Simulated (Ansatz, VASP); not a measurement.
## Au (Gold): VASP beside Ansatz

One calculation is typed for both programs; each brings its own data sets and cutoff. How far apart do they land? The cell is taken from a series of VASP runs on this material, whose earlier steps may have relaxed, scaled or displaced it; both programs get it as it stands.

Method: plane waves, with VASP 6.6.1 beside it; relaxation of cell and atoms at r2SCAN, in Ansatz 0.2.0.

## Step 1: The starting structure

The structure is cubic, space group Fm-3m (No. 225). The conventional cell has a = 4.127 Å, b = 4.127 Å, c = 4.127 Å, α = 90.00°, β = 90.00°, γ = 90.00°. Au has 12 Au at 2.92 Å nearest.

## Step 2: Ansatz: relaxation of cell and atoms, r2SCAN

Ansatz runs on its default PAW (the set named soft_2) files.

The relaxed volume is the usual yardstick between codes: its relative difference is about their pressure difference at one cell divided by the bulk modulus.

input.yaml reads:

```yaml
crystal:
  lattice:
    - [0.0, 2.0633697146, 2.0633697146]
    - [2.0633697146, 0.0, 2.0633697146]
    - [2.0633697146, 2.0633697146, 0.0]
  atoms:
    - { symbol: Au, position: [0.0, 0.0, 0.0] }
hamiltonian:
  xc: r2scan
  pseudopotentials: { kind: paw }
kpoints:
  mp_grid: { grid: [20, 20, 20] }
scf:
  occupations: { method: methfessel_paxton, width: 0.15 }
relax:
  f_tol: 0.01
  max_steps: 60
  cell: { stress_tol: 0.05 }
output:
  forces: true
  stress: true
```

On the command line:

```bash
$ ansatz run input.yaml --threads 4 --pin off --max-ram 9216MiB --backend cpu --events-out ev --progress --plain --runs-dir out
```

Numbers of over 12 decimals in the logs are rounded to 6 here.

What it wrote:

```text
Engine: ansatz 0.2.0, x86_64-unknown-linux-gnu
Pseudopotentials: kind: paw
Pseudopotential: Au, paw, valence charge 19, recommended cutoff 500 eV (meta_gga), Au.paw.azcp
Functional definition: r2SCAN
  parameter k0 = 0.174
  parameter k1 = 0.065
  parameter a1 = 4.9479
  exchange = r2scan_x(k0 = k0, k1 = k1, a1 = a1)
  correlation = r2scan_c
Crystal: 1 atoms, lattice volume = 17.570 Å³
Basis set: ecut = 500 eV, 459 PW (Γ), exchange–correlation on 96×96×96 points (64 copies of the dense FFT grid, shifted against one another)
Bands: 14, of which v1, the nominal top of the filled ones, is band 10 counted from 1 (9 counted from 0)
Symmetry: 48 space group operations
Space group: Fm-3m (ITA 225), of the structure as read, at distance tolerance 2.6e-5 Å
k-points: 256 of 8000
Non-local potential: Au, projectors of the file, l = 0: 3, l = 1: 2, l = 2: 2, l = 3: 1
PAW form: soft (Blöchl's): semilocal exchange-correlation on the pseudo side does not see the compensation charge
PAW frozen core: Au, regenerated for the run's functional (the file was generated under x = pbe(κ = 0.804, μ = 0.219515), c = pbe(β = 0.066725))
PAW one-centre angular grid: Au, 590 points (default); XC on 160 Gauss nodes
Initial density: superposition of atomic densities (neutral atoms: chi_scale 0, normalization atom), corrected by the library's trained network
Initial wavefunctions: pseudopotential atomic-orbital guess
Functional: x = r2scan, c = r2scan; τ floored in thin density (d = 2e-4 eV/Å³)
SCF iter   1: F=—  HF=-13163.517346 eV  |F-HF|=—  |Δ(HF+E_count)|=         —  Δρ=1.49e-2  dr2=4.01e-2  dr2_τ=2.96e-3  ethr=1.77e-3  ⟨swp⟩=4.6  Hψ=18280  notcnv=0
preconditioner: auto → none  [metal: Δε(μ)=0.044 eV  Ē_g=16.589 eV  σ=0.150 eV  W_gap=0.24  n_scr=8 (ndim 8)  ℏωp=29.4 eV  f_vac=0.000  D(μ)=0.22/eV (n_scr^D=0)  sad-step TF]
SCF iter   2: F=—  HF=-13163.508566 eV  |F-HF|=—  |Δ(HF+E_count)|=   8.78e-3  S|Δr|=    0.00e0  Δρ=5.93e-3  dr2=5.87e-3  dr2_τ=1.08e-3  ethr=2.11e-4  ⟨swp⟩=1.0  Hψ=5632  notcnv=0
SCF iter   3: F=—  HF=-13163.508995 eV  |F-HF|=—  |Δ(HF+E_count)|=   4.29e-4  S|Δr|=    0.00e0  Δρ=1.48e-3  dr2=2.82e-4  dr2_τ=1.82e-5  ethr=3.09e-5  ⟨swp⟩=2.2  Hψ=4631  notcnv=0
SCF iter   4: F=—  HF=-13163.509137 eV  |F-HF|=—  |Δ(HF+E_count)|=   1.42e-4  S|Δr|=    0.00e0  Δρ=4.49e-4  dr2=3.42e-5  dr2_τ=2.13e-6  ethr=1.48e-6  ⟨swp⟩=2.0  Hψ=5935  notcnv=0
SCF iter   5: F=—  HF=-13163.509134 eV  |F-HF|=—  |Δ(HF+E_count)|=   3.12e-6  S|Δr|=    0.00e0  Δρ=4.70e-5  dr2=3.38e-7  dr2_τ=1.00e-8  ethr=1.80e-7  ⟨swp⟩=2.1  Hψ=4759  notcnv=0
SCF iter   6: F=-13163.509134 eV  HF=-13163.509134 eV  |F-HF|=5.56e-9  |Δ(HF+E_count)|=   4.15e-9  S|Δr|=    0.00e0  Δρ=8.29e-6  dr2=1.06e-8  dr2_τ=3.06e-10  ethr=5.26e-10  ⟨swp⟩=4.1  Hψ=10820  notcnv=0
SCF 1 converged in 6 iterations: F = -13163.509134 eV  dr2 = 1.06e-8
  greatest PAW one-centre occupation: 1.003 electrons in one spin orbital (limit 2), on the Au atom at site 0 (counted from 0), in its partial waves of l = 0
relax step   1: F+E_penalty+E_count = -13163.50913419 eV  Δ(F+E_penalty+E_count) = +0.000e0 eV  max|allowed force component| = 0.000e0 eV/Å  Δτ_max = 0.0000 Å  P = -0.233 GPa  Ω = 17.570 Å³  (6 SCF iters, dr2 threshold 1.00e-7 eV, accepted)
[...]
relax step   2: F+E_penalty+E_count = -13163.50912298 eV  Δ(F+E_penalty+E_count) = +1.121e-5 eV  max|allowed force component| = 0.000e0 eV/Å  Δτ_max = 0.0000 Å  P = +0.443 GPa  Ω = 17.493 Å³  energy of the carried Pulay correction = +3.811e-5 eV  (6 SCF iters, dr2 threshold 1.00e-7 eV, rejected (line search))
[...]
relax step   3: F+E_penalty+E_count = -13163.50916656 eV  Δ(F+E_penalty+E_count) = -3.237e-5 eV  max|allowed force component| = 0.000e0 eV/Å  Δτ_max = 0.0000 Å  P = -0.001 GPa  Ω = 17.543 Å³  energy of the carried Pulay correction = +1.315e-5 eV  (9 SCF iters, accepted)
[...]
relax step   4: F+E_penalty+E_count = -13163.50915192 eV  Δ(F+E_penalty+E_count) = +1.465e-5 eV  max|allowed force component| = 0.000e0 eV/Å  Δτ_max = 0.0000 Å  P = -0.002 GPa  Ω = 17.543 Å³  stress off target by 1.95e-3 GPa  SCF on the basis re-selected at this cell (its energy is not comparable with the rows above)  (3 SCF iters)
basis re-selected at this cell: Δ(F+E_penalty+E_count) = +1.465e-5 eV, ΔP = -0.001 GPa vs the last step (what re-selecting the basis moved, of the pressure what is left beyond the Pulay correction that the steps carried, after the strain that the cell walked since its last selection, with what the two solves' SCF thresholds leave and, on support functions, any second-order correction that the steps lacked; it is no measure of the basis error at this ecutwfc). This SCF's stress stands 1.95e-3 GPa from its target on what of the cell is left free (relax.cell.stress_tol is 5.00e-2 GPa) and its largest allowed force component is 0.00e0 eV/Å (relax.f_tol is 1.00e-2 eV/Å): [rest of the remark cut]
SCF converged after 3 iterations
Stability not checked: this state was not tested for a lower state beside it, because cold or Methfessel-Paxton smearing, or corrected tetrahedra, fill the levels in a way that the test cannot read (fill_not_monotonic; see scf.lower_state_search)
Free energy (F): -13163.509152 eV
Harris-Foulkes:  -13163.509152 eV  (|F-HF|=7.28e-12)
Internal energy: -13163.509209 eV  (E = F + TS)
E sigma→0 (E₀):  -13163.509166 eV
Entropy (-TS):   0.000057 eV (0.057 meV/atom)
Fermi energy:    19.673164 eV
--- Per-component energies (eV) ---
  E_band       = -238.753699
  E_kinetic    = 605.264551
  E_local      = -1753.458469  (includes V_loc(G=0)·N_el)
  E_nonlocal   = 75.997205
  E_hartree    = 747.232811
  E_xc         = -217.947859
  E_vxc        = -306.526012  (∫ρ·V_xc dr)
  E_paw        = -9731.303669  (= ΣΔE_a)
  E_vpaw       = -375.413463  (= ΣTr[D̂ρ^β])
  E_aug_tail   = 0.000763  (compensation charges beyond the density's cutoff)
  E_vtau       = 20.916205  (kinetic-family band-sum trace: ∫τ·v_τ [+ j·A + Jᵃ·Aᵃ] dr)
  E_ewald      = -2889.118218
  E_core_change = -0.176324  (= ΣΔE_core)
  E_smearing   = 0.000057  (= −TS)
  E_closure    = 0.000000  (closes the sum)
  Σ components = -13163.509152   (vs F -13163.509152, Δ=0.00e0)
--- Forces (eV/Å), atoms counted from 1 ---
  atom   1  Au    -0.00000000    -0.00000000     0.00000000
  max |Σ_I F_I| component: 2.79e-31 eV/Å
--- Stress (GPa, compression-positive) ---
       -0.001947      -0.000000      -0.000000
       -0.000000      -0.001947      -0.000000
       -0.000000      -0.000000      -0.001947
  P = ⅓ Tr σ = -0.0019 GPa (-0.019 kbar)
--- Relaxed structure (3 steps of the walk, 2 accepted, 1 SCFs on fresh bases) ---
  F+E_penalty+E_count = -13163.50915192 eV   max|allowed force component| = 0.000e0 eV/Å   (the final SCF, on the basis selected at the relaxed cell)
  cell:  # Å, volume = 17.5432 Å³
    - [0, 2.062339, 2.062339]
    - [2.062339, 0, 2.062339]
    - [2.062339, 2.062339, 0]
  atoms:
    - { symbol: Au, position: [0.0, 0.0, 0.0] }
```

Elapsed: 6.2 s, on 4 threads of Intel Xeon at 2.60GHz (Ice Lake), shared host; peak memory 0.5 GiB.

## Step 3: VASP: relaxation of cell and atoms, r2SCAN

The same cell, functional, mesh and smearing now go to VASP, with its own data sets and cutoff.

Lines of VASP's logs that name or quote its potential files are left out, and so is its time.

INCAR reads:

```
SYSTEM = Au
PREC = Accurate
ENCUT = 520
EDIFF = 1E-07
NELM = 100
ISMEAR = 1
SIGMA = 0.15
LREAL = .FALSE.
ALGO = Normal
METAGGA = R2SCAN
LASPH = .TRUE.
NBANDS = 11
LORBIT = 11
LWAVE = .FALSE.
LCHARG = .FALSE.
KPAR = 4
IBRION = 2
NSW = 50
ISIF = 3
EDIFFG = -0.005
```

POSCAR reads:

```
Au
1.0
    0.0000000000      2.0633697146      2.0633697146
    2.0633697146      0.0000000000      2.0633697146
    2.0633697146      2.0633697146      0.0000000000
Au
1
Direct
    0.0000000000      0.0000000000      0.0000000000
```

KPOINTS reads:

```
Automatic mesh
0
Gamma
20 20 20
0 0 0
```

PAW data sets: Au (PBE family, release 64).

On the command line:

```bash
$ mpirun -np 4 vasp_std
```

What it wrote:

```text
[banner, memory and clock lines left out]
running    4 mpi-ranks, on    1 nodes
 distrk:  each k-point on    1 cores,    4 groups
 distr:  one band on    1 cores,    1 groups

 POSCAR found type information on POSCAR Au
 POSCAR found :  1 types and       1 ions
|                                                                             |
|               ----> ADVICE to this user running VASP <----                  |
|                                                                             |
|     You enforced a specific xc type in the INCAR file but a different       |
|     [... a line on the potential file left out ...]
|     I HOPE YOU KNOW WHAT YOU ARE DOING!                                     |
|                                                                             |

 LDA part: xc-table for (None), standard interpolation
 POSCAR, INCAR and KPOINTS ok, starting setup
 FFT: planning ... GRIDC
 FFT: planning ... GRID_SOFT
 FFT: planning ... GRID
 WAVECAR not read
 entering main loop
       N       E                     dE             d eps       ncg     rms          rms(c)
DAV:   1    -0.628474594851E+00   -0.62847E+00   -0.57442E+03  5768   0.913E+02
DAV:   2    -0.539068327975E+02   -0.53278E+02   -0.50154E+02  6289   0.197E+02
DAV:   3    -0.545895378080E+02   -0.68271E+00   -0.68195E+00  6536   0.221E+01
DAV:   4    -0.545923684578E+02   -0.28306E-02   -0.28305E-02  6349   0.162E+00
DAV:   5    -0.545923954967E+02   -0.27039E-04   -0.27039E-04  6502   0.153E-01    0.887E+00
DAV:   6    -0.506031861773E+02    0.39892E+01   -0.37810E+00  5836   0.174E+01    0.645E+00
DAV:   7    -0.505971798685E+02    0.60063E-02   -0.59000E-02  6232   0.194E+00    0.381E+00
DAV:   8    -0.505971767530E+02    0.31155E-05   -0.12607E-02  6070   0.899E-01    0.211E-01
DAV:   9    -0.505964437240E+02    0.73303E-03   -0.30199E-03  6283   0.492E-01    0.531E-02
DAV:  10    -0.505965567113E+02   -0.11299E-03   -0.46990E-04  6172   0.211E-01    0.486E-02
DAV:  11    -0.505965109642E+02    0.45747E-04   -0.17404E-04  6115   0.114E-01    0.530E-03
DAV:  12    -0.505965117483E+02   -0.78409E-06   -0.11353E-06  6414   0.110E-02    0.226E-03
DAV:  13    -0.505965116903E+02    0.58011E-07   -0.35866E-07  6166   0.579E-03
   1 F= -.50596512E+02 E0= -.50596532E+02  d E =-.505965E+02
 curvature:   0.00 expect dE= 0.000E+00 dE for cont linesearch  0.000E+00
 trial: gam= 0.00000 g(F)=  0.000E+00 g(S)=  0.171E-05 ort = 0.000E+00 (trialstep = 0.100E+01)
 search vector abs. value=  0.171E-05
 reached required accuracy - stopping structural energy minimisation
```

Parts of OUTCAR (step 3):

```text
ion  position               nearest neighbor table
   1  0.000  0.000  0.000-

  LATTYP: Found a face centered cubic cell.
 ALAT       =     4.1267394292

 Subroutine GETGRP returns: Found 48 space group operations
 (whereof 48 operations were pure point group operations)

The static configuration has the point symmetry O_h .

 Found    256 irreducible k-points:

   k-points           NKPTS =    256   k-points in BZ     NKDIM =    256   number of bands    NBANDS=     11

   dimension x,y,z NGX =    24 NGY =   24 NGZ =   24
   dimension x,y,z NGXF=    48 NGYF=   48 NGZF=   48

   ENCUT  =  520.0 eV  38.22 Ry    6.18 a.u.   5.43  5.43  5.43*2*pi/ulx,y,z

   NELECT =      11.0000    total number of electrons

 k-points in reciprocal lattice and weights: Automatic mesh
   0.00000000  0.00000000  0.00000000       0.000
   0.05000000  0.00000000  0.00000000       0.001
   0.10000000  0.00000000  0.00000000       0.001
   0.15000000  0.00000000  0.00000000       0.001
   0.20000000  0.00000000  0.00000000       0.001
   0.25000000  0.00000000  0.00000000       0.001
   0.30000000  0.00000000  0.00000000       0.001
   0.35000000  0.00000000  0.00000000       0.001
   0.40000000  0.00000000  0.00000000       0.001
[...]
-0.30000000  0.50000000  0.20000000       0.002
  -0.25000000  0.50000000  0.25000000       0.001

 average (electrostatic) potential at core
       1 -69.9861

 E-fermi :   8.7963

 k-point     1 :       0.0000    0.0000    0.0000
  band No.  band energies     occupation
    ...
      2       4.0449      2.00000
      3       4.0449      2.00000
      4       4.0449      2.00000
      5       5.4966      2.00000
      6       5.4966      2.00000
      7      24.1831      0.00000
      8      28.0891      0.00000
      9      28.0892      0.00000
     10      28.0892      0.00000
     11      33.2624      0.00000

 k-point     2 :       0.0500    0.0000    0.0000
  band No.  band energies     occupation
    ...
      2       4.0175      2.00000
      3       4.0749      2.00000
      4       4.0749      2.00000
      5       5.4833      2.00000
      6       5.4833      2.00000
      7      24.2809      0.00000
      8      27.4837      0.00000
      9      28.1860      0.00000
     10      28.1861      0.00000
     11      33.7538      0.00000

 k-point     3 :       0.1000    0.0000    0.0000
  band No.  band energies     occupation
    ...
      2       3.9463      2.00000
      3       4.1556      2.00000
      4       4.1556      2.00000
      5       5.4541      2.00000
      6       5.4541      2.00000
      7      24.5045      0.00000
      8      26.1649      0.00000
      9      28.4607      0.00000
     10      28.4607      0.00000
     11      33.5951      0.00000

  Total        0.0034341      0.0034341      0.0034341      0.0000000      0.0000000      0.0000000
  in kB        0.3131557      0.3131557      0.3131557      0.0000000      0.0000000      0.0000000
  external PRESSURE =       0.3131557 kB  Pullay stress =       0.0000000 kB

  energy-cutoff  :      520.00
  volume of cell :       17.57
      direct lattice vectors                 reciprocal lattice vectors
     0.000000000  2.063369715  2.063369715    -0.242322060  0.242322060  0.242322060
     2.063369715  0.000000000  2.063369715     0.242322060 -0.242322060  0.242322060
     2.063369715  2.063369715  0.000000000     0.242322060  0.242322060 -0.242322060

 POSITION                                       TOTAL-FORCE (eV/Angst)
 -----------------------------------------------------------------------------------
      0.00000      0.00000      0.00000         0.000000      0.000000      0.000000
 -----------------------------------------------------------------------------------
    total drift:                               -0.000000      0.000000      0.000000

  FREE ENERGIE OF THE ION-ELECTRON SYSTEM (eV)
  ---------------------------------------------------
  free  energy   TOTEN  =       -50.5965116903 eV

  energy  without entropy=      -50.5965725221  energy(sigma->0) =      -50.59653197

 reached required accuracy - stopping structural energy minimisation

 total charge
# of ion       s       p       d       tot
------------------------------------------
    1        0.535   0.327   8.791   9.653

[... 3 further parts left out ...]
```

## Step 4: Side by side

Known differences besides the potentials themselves: VASP keeps PBE cores, Ansatz makes them for the functional; both relaxations stop at a tolerance, which leaves soft axes loose, and VASP keeps its plane-wave basis; the data sets hold 19 valence electrons in Ansatz (default PAW (the set named soft_2) files) and 11 in VASP; the cutoff is 500 eV in Ansatz and 520 eV in VASP; Ansatz adds a Pulay correction to the stress that steers its cell, VASP none. Total energies have different zeros and are not compared.

The two programs side by side:

```csv
quantity,Ansatz,VASP,difference
volume (Å³),17.54,17.57,-0.15 %
"edge a after relaxation, in the typed setting (Å)",2.917,2.918,-0.05 %
```

The walks stopped with 0.00 GPa left in Ansatz and 0.03 GPa in VASP; each walk ends within a tolerance, so the volume difference is uncertain by about these residues over the bulk modulus, most in soft cells.

## Step 5: Results

```yaml
difference_in_volume_relaxation_of_cell_and_atoms_r2scan: -0.15 %
```

In words: The difference in volume is -0.15 % (relaxation of cell and atoms, r2SCAN), within the 1.2 % picked in this series as the mark of a large difference, as far as the stopping tolerances let one tell. Such differences can come from data sets, numerical settings and the points named under the comparisons, not from the functional's error against experiment.

[Lines on the potential files, build, host, timing and source positions are cut from VASP's logs without a mark.]

[Logs are printed without paths, hosts, clocks, repeated set-up lines and the standing remarks that a program may print on its own settings, such as how far it seeks lower states.]

[Hosts, paths, dates, database ids (printed as entryN), source tags and the programs' standing remarks are cut or masked in the printed files.]
